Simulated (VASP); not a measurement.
Level of theory: PBE GGA with D3 dispersion (Becke-Johnson damping), VASP's PBE PAW potentials (set 64) (plane waves; VASP 6.6.1).

The input files of a VASP run:

**POSCAR**
```
ZrB2
1
    1.5728330368    -2.7242271908     0.0000000000
    1.5728330368     2.7242271908     0.0000000000
    0.0000000000    -0.0000000000     3.5094264202
Zr B
1 2
Direct
  0.0000000000   0.0000000000   0.0000000000
  0.3333330000   0.6666670000   0.5000000000
  0.6666670000   0.3333330000   0.5000000000
```

File KPOINTS:
```
Automatic
0
G
 10 10 8
```

**INCAR**
```
SYSTEM  =  ZrB2
PREC  =  Accurate; ENCUT  =  520; LREAL  =  .FALSE.
LASPH  =  .TRUE.
EDIFF  =  1E-6; NELM  =  100; ALGO  =  Normal
LMAXMIX  =  4
ISMEAR  =  1; SIGMA  =  0.1
GGA  =  PE; IVDW  =  12
IBRION  =  2; NSW  =  60; ISIF  =  3
EDIFFG  =  -0.02
LWAVE  =  .FALSE.; LCHARG  =  .FALSE.
```

POTCAR, in this order: Zr_sv B (PBE.64 set). Program: vasp_std.

Output

OSZICAR:
```
       N       E                     dE             d eps       ncg     rms          rms(c)
DAV:   1     0.111335941489E+03    0.11134E+03   -0.99455E+03  1820   0.138E+03
DAV:   2    -0.218862556262E+02   -0.13322E+03   -0.12908E+03  2080   0.338E+02
DAV:   3    -0.275307566762E+02   -0.56445E+01   -0.55886E+01  2946   0.608E+01
DAV:   4    -0.276694711464E+02   -0.13871E+00   -0.13868E+00  2290   0.889E+00
DAV:   5    -0.276729725648E+02   -0.35014E-02   -0.35013E-02  2849   0.110E+00    0.227E+01
DAV:   6    -0.249948021055E+02    0.26782E+01   -0.77640E+00  2153   0.201E+01    0.928E+00
DAV:   7    -0.249598929244E+02    0.34909E-01   -0.91633E-01  2726   0.633E+00    0.324E+00
DAV:   8    -0.249616836165E+02   -0.17907E-02   -0.10574E-01  2175   0.304E+00    0.804E-01
DAV:   9    -0.249585847558E+02    0.30989E-02   -0.17880E-02  2297   0.112E+00    0.145E-01
DAV:  10    -0.249585405183E+02    0.44238E-04   -0.84915E-04  2347   0.273E-01    0.442E-02
DAV:  11    -0.249585517228E+02   -0.11204E-04   -0.30634E-05  2436   0.662E-02    0.137E-02
DAV:  12    -0.249585515312E+02    0.19153E-06   -0.17797E-06  1693   0.144E-02
   1 F= -.26155175E+02 E0= -.26155094E+02  d E =-.261552E+02
       N       E                     dE             d eps       ncg     rms          rms(c)
DAV:   1    -0.249593164230E+02   -0.76470E-03   -0.17861E-02  1945   0.134E+00    0.117E-01
DAV:   2    -0.249591483109E+02    0.16811E-03   -0.40332E-04  2055   0.185E-01    0.571E-02
DAV:   3    -0.249590797154E+02    0.68596E-04   -0.17923E-04  2203   0.122E-01    0.108E-02
DAV:   4    -0.249590796897E+02    0.25670E-07   -0.72525E-06  2308   0.224E-02
   2 F= -.26155277E+02 E0= -.26155194E+02  d E =-.101917E-03
```

OUTCAR:
```
------------------------ aborting loop because EDIFF is reached ----------------------------------------
 Edisp (eV)   -1.19620
  FORCE on cell =-STRESS in cart. coord.  units (eV):
  Direction    XX          YY          ZZ          XY          YZ          ZX
  --------------------------------------------------------------------------------------
  Total      -0.00442    -0.00442    -0.00883     0.00000    -0.00000    -0.00000
  in kB      -0.23540    -0.23540    -0.47037     0.00000    -0.00000    -0.00000
  external pressure =       -0.31 kB  Pullay stress =        0.00 kB
  volume of cell :       30.09
      direct lattice vectors                 reciprocal lattice vectors
     1.571849226 -2.722523179  0.000000000     0.318096667 -0.183653166  0.000000000
     1.571849226  2.722523179  0.000000000     0.318096667  0.183653166  0.000000000
    -0.000000000 -0.000000000  3.515276764    -0.000000000  0.000000000  0.284472623
 POSITION                                       TOTAL-FORCE (eV/Angst)
 -----------------------------------------------------------------------------------
      0.00000      0.00000      0.00000        -0.000000     -0.000000     -0.000000
      1.57185      0.90751      1.75764         0.000000      0.000000      0.000000
      1.57185     -0.90751      1.75764        -0.000000     -0.000000      0.000000
 -----------------------------------------------------------------------------------
    total drift:                                0.000000     -0.000000      0.000000
  FREE ENERGIE OF THE ION-ELECTRON SYSTEM (eV)
  ---------------------------------------------------
  free  energy   TOTEN  =       -26.1552766460 eV

  energy  without entropy=      -26.1550287603  energy(sigma->0) =      -26.15519402

 reached required accuracy - stopping structural energy minimisation
```
(Selected blocks of OUTCAR.)

CONTCAR:
```
ZrB2
   1.00000000000000
     1.5718492256796781   -2.7225231790927844    0.0000000000000000
     1.5718492256796781    2.7225231790927844    0.0000000000000000
    -0.0000000000000000   -0.0000000000000000    3.5152767642126395
  Zr              B
     1     2
Direct
     0.0000000000000000    0.0000000000000000    0.0000000000000000
     0.3333330000000032    0.6666669999999968    0.5000000000000000
     0.6666669999999968    0.3333330000000032    0.5000000000000000
```

The compound is ZrB2 in the AlB2 type structure. This run relaxes it. Symmetry was kept, so distortions that lower it aren't found. The start is the result of an earlier pass.
